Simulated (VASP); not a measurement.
Shape and ions are relaxed at each volume.

Consider the following.

```cif
data_In2
_chemical_formula_sum 'In2'
_space_group_name_H-M_alt 'I4/mmm'
_space_group_IT_number 139
_space_group_name_Hall '-I 4 2'
_cell_length_a 3.20400
_cell_length_b 3.20400
_cell_length_c 5.03891
_cell_angle_alpha 90.000
_cell_angle_beta 90.000
_cell_angle_gamma 90.000
loop_
_atom_site_label
_atom_site_type_symbol
_atom_site_symmetry_multiplicity
_atom_site_Wyckoff_symbol
_atom_site_fract_x
_atom_site_fract_y
_atom_site_fract_z
_atom_site_occupancy
In1 In 2 a 0.00000 0.00000 0.00000 1
```
(The calculation used a cell of 1 atom; values per cell refer to that cell.)

Method: vdW-DF-cx, VASP's PBE PAW potentials (set 64) (plane waves; VASP). Numerical set-up: 520 eV cut-off, 16×16×16 Γ-centred mesh, first-order Methfessel-Paxton smearing of 0.10 eV, potentials In_d.

Question: Give the energy at these volumes per atom, relative to the lowest: 24.28, 25.05, 25.83, 26.60, 27.38 Å³.

Answer: 15.0, 3.7, 0.0, 2.6, 10.4 meV/atom. A third-order Birch-Murnaghan fit gives B0 = 43.0 GPa and B0′ = 5.6.

Measured: bulk modulus 44.7 GPa at 0 K (computed value off by -3.9 %), as given by K. Lejaeghere et al., Critical reviews in solid state and materials sciences/CRC critical reviews in solid state and materials sciences (2013), arXiv:1204.2733 [extrapolated to 0 K and zero-point effects removed (source: thermally corrected experimental values)].

The compound is In in the bct structure. It was relaxed first.
